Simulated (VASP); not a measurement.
These are PBE GGA, VASP's PBE PAW potentials (set 64) (plane waves; VASP) values and carry that method's errors.

VASP input:

File POSCAR:
```
KTaO3
1.0
  4.0288805202   0.0000000000   0.0000000000
  0.0000000000   4.0288805202   0.0000000000
  0.0000000000   0.0000000000   4.0288805202
K Ta O
1 1 3
direct
  0.0000000000   0.0000000000   0.0000000000
  0.5000000000   0.5000000000   0.5000000000
  0.5000000000   0.0000000000   0.5000000000
  0.0000000000   0.5000000000   0.5000000000
  0.5000000000   0.5000000000   0.0000000000
```

### INCAR
```
SYSTEM = KTaO3
PREC = Accurate
ENCUT = 520
EDIFF = 1E-6
NELM = 100
ALGO = Normal
LREAL = .FALSE.
LASPH = .TRUE.
ISMEAR = 0
SIGMA = 0.05
GGA = PE
LMAXMIX = 6
LWAVE = .FALSE.
LCHARG = .FALSE.
IBRION = 2
ISIF = 3
NSW = 60
EDIFFG = -0.02
```

**KPOINTS**
```
K-points
0
Gamma
  5 5 5
```

POTCAR, in this order: K_sv Ta_pv O (PBE.64 set). Program: vasp_std.

What VASP printed:

### OUTCAR
```
 ion  position               nearest neighbor table
   1  0.000  0.000  0.000-   3 2.85   4 2.85   5 2.85   3 2.85   4 2.85   4 2.85   5 2.85   4 2.85
                             3 2.85   5 2.85   3 2.85   5 2.85   2 3.49   2 3.49   2 3.49   2 3.49
   2  0.500  0.500  0.500-   3 2.01   4 2.01   5 2.01   5 2.01   3 2.01   4 2.01   1 3.49   1 3.49
                             1 3.49   1 3.49   1 3.49   1 3.49   1 3.49   1 3.49
   3  0.500  0.000  0.500-   2 2.01   2 2.01   1 2.85   1 2.85   1 2.85   1 2.85
   4  0.000  0.500  0.500-   2 2.01   2 2.01   1 2.85   1 2.85   1 2.85   1 2.85
   5  0.500  0.500  0.000-   2 2.01   2 2.01   1 2.85   1 2.85   1 2.85   1 2.85
  LATTYP: Found a simple cubic cell.
 ALAT       =     4.0288805202
 Subroutine PRICEL returns:
 Original cell was already a primitive cell.
 Subroutine GETGRP returns: Found 48 space group operations
The static configuration has the point symmetry O_h .
The dynamic configuration has the point symmetry O_h .
 Subroutine INISYM returns: Found 48 space group operations
 Subroutine IBZKPT returns following result:
 Found     10 irreducible k-points:

 Following reciprocal coordinates:
            Coordinates               Weight
  0.000000  0.000000  0.000000      1.000000
  0.200000  0.000000  0.000000      6.000000
  0.400000  0.000000  0.000000      6.000000
  0.200000  0.200000  0.000000     12.000000
  0.400000  0.200000  0.000000     24.000000
  0.400000  0.400000  0.000000     12.000000
  0.200000  0.200000  0.200000      8.000000
  0.400000  0.200000  0.200000     24.000000
  0.400000  0.400000  0.200000     24.000000
  0.400000  0.400000  0.400000      8.000000
   k-points           NKPTS =     10   k-points in BZ     NKDIM =     10   number of bands    NBANDS=     23
   number of dos      NEDOS =    301   number of ions     NIONS =      5
   total plane-waves  NPLWV =  27000
   dimension x,y,z NGX =    30 NGY =   30 NGZ =   30
   dimension x,y,z NGXF=    60 NGYF=   60 NGZF=   60
   ions per type =               1   1   3
   PREC   = accura    normal or accurate (medium, high low for compatibility)
   ISTART =      0    job   : 0-new  1-cont  2-samecut
   ICHARG =      2    charge: 1-file 2-atom 10-const
   ISPIN  =      1    spin polarized calculation?
   LNONCOLLINEAR =      F non collinear calculations
   LSORBIT =      F    spin-orbit coupling
   INIWAV =      1    electr: 0-lowe 1-rand  2-diag
   ENCUT  =  520.0 eV  38.22 Ry    6.18 a.u.   7.49  7.49  7.49*2*pi/ulx,y,z
   NELM   =    100;   NELMIN=  2; NELMDL= -5     # of ELM steps
   EDIFF  = 0.1E-05   stopping-criterion for ELM
   LREAL  =      F    real-space projection
   NLSPLINE    = F    spline interpolate recip. space projectors
   LMAXMIX     =    6 max onsite mixed and CHGCAR
   VOSKOWN=      0    Vosko Wilk Nusair interpolation
   EDIFFG = -.2E-01   stopping-criterion for IOM
   NSW    =     60    number of steps for IOM
   NBLOCK =      1;   KBLOCK =     60    inner block; outer block
   IBRION =      2    ionic relax: 0-MD 1-quasi-New 2-CG
   NFREE  =      1    steps in history (QN), initial steepest desc. (CG)
   ISIF   =      3    stress and relaxation
   ISYM   =      2    0-nonsym 1-usesym 2-fastsym
   TEIN   =    0.0    initial temperature
   TEBEG  =    0.0;   TEEND  =   0.0 temperature during run
   SMASS  =  -3.00    Nose mass-parameter (am)
   PSTRESS=    0.0 pullay stress
   NELECT =      38.0000    total number of electrons
   EFERMI =   0.00;   METHOD = LEGACY
   ISMEAR =     0;   SIGMA  =   0.05  broadening in eV -4-tet -1-fermi 0-gaus
   IALGO  =     38    algorithm
   LDIAG  =      T    sub-space diagonalisation (order eigenvalues)
   IMIX   =      4    mixing-type and parameters
     AMIX     =   0.40;   BMIX     =  1.00
     AMIX_MAG =   1.60;   BMIX_MAG =  1.00
     AMIN     =   0.10
   GGA     = PE    functional components
   VOSKOWN =     0    Vosko Wilk Nusair interpolation
   LHFCALC =     F    Hartree Fock is set to
   LHFONE  =     F    Hartree Fock one center treatment
...
```

File OSZICAR:
```
       N       E                     dE             d eps       ncg     rms          rms(c)
DAV:   1     0.339887415446E+03    0.33989E+03   -0.21996E+04   460   0.168E+03
DAV:   2    -0.311341403560E+02   -0.37102E+03   -0.36594E+03   567   0.444E+02
DAV:   3    -0.492898530037E+02   -0.18156E+02   -0.18117E+02   593   0.995E+01
DAV:   4    -0.497503231110E+02   -0.46047E+00   -0.46025E+00   803   0.134E+01
DAV:   5    -0.497534017113E+02   -0.30786E-02   -0.30785E-02   609   0.101E+00    0.339E+01
DAV:   6    -0.412831486551E+02    0.84703E+01   -0.44631E+01   570   0.461E+01    0.135E+01
DAV:   7    -0.411217472102E+02    0.16140E+00   -0.23762E+00   609   0.103E+01    0.871E+00
DAV:   8    -0.410720314374E+02    0.49716E-01   -0.40989E-01   588   0.553E+00    0.143E+00
DAV:   9    -0.410637506856E+02    0.82808E-02   -0.28295E-02   621   0.126E+00    0.271E-01
DAV:  10    -0.410630103182E+02    0.74037E-03   -0.96811E-03   640   0.705E-01    0.481E-02
DAV:  11    -0.410630768031E+02   -0.66485E-04   -0.45039E-04   627   0.165E-01    0.375E-02
DAV:  12    -0.410631105522E+02   -0.33749E-04   -0.46185E-05   682   0.553E-02    0.709E-03
DAV:  13    -0.410631103292E+02    0.22306E-06   -0.53010E-06   595   0.191E-02
   1 F= -.41063110E+02 E0= -.41063110E+02  d E =-.410631E+02
```

OUTCAR:
```
------------------------ aborting loop because EDIFF is reached ----------------------------------------
  FORCE on cell =-STRESS in cart. coord.  units (eV):
  Direction    XX          YY          ZZ          XY          YZ          ZX
  --------------------------------------------------------------------------------------
  Total       -0.0180397     -0.0180397     -0.0180397     -0.0000000     -0.0000000      0.0000000
  in kB       -0.4419646     -0.4419646     -0.4419646     -0.0000000     -0.0000000      0.0000000
  external PRESSURE =      -0.4419646 kB  Pullay stress =       0.0000000 kB
  volume of cell :       65.40
      direct lattice vectors                 reciprocal lattice vectors
     4.028880520  0.000000000  0.000000000     0.248207907  0.000000000  0.000000000
     0.000000000  4.028880520  0.000000000     0.000000000  0.248207907  0.000000000
     0.000000000  0.000000000  4.028880520     0.000000000  0.000000000  0.248207907
 POSITION                                       TOTAL-FORCE (eV/Angst)
 -----------------------------------------------------------------------------------
      0.00000      0.00000      0.00000         0.000000      0.000000      0.000000
      2.01444      2.01444      2.01444         0.000000      0.000000      0.000000
      2.01444      0.00000      2.01444         0.000000      0.000000      0.000000
      0.00000      2.01444      2.01444         0.000000      0.000000      0.000000
      2.01444      2.01444      0.00000         0.000000      0.000000      0.000000
 -----------------------------------------------------------------------------------
    total drift:                                0.000000      0.000000     -0.000000
  FREE ENERGIE OF THE ION-ELECTRON SYSTEM (eV)
  ---------------------------------------------------
  free  energy   TOTEN  =       -41.0631103292 eV

  energy  without entropy=      -41.0631103292  energy(sigma->0) =      -41.06311033

 reached required accuracy - stopping structural energy minimisation
```
(Selected blocks of OUTCAR.)

The compound is KTaO3 in the cubic perovskite structure. It was relaxed first. The start is the result of an earlier pass.
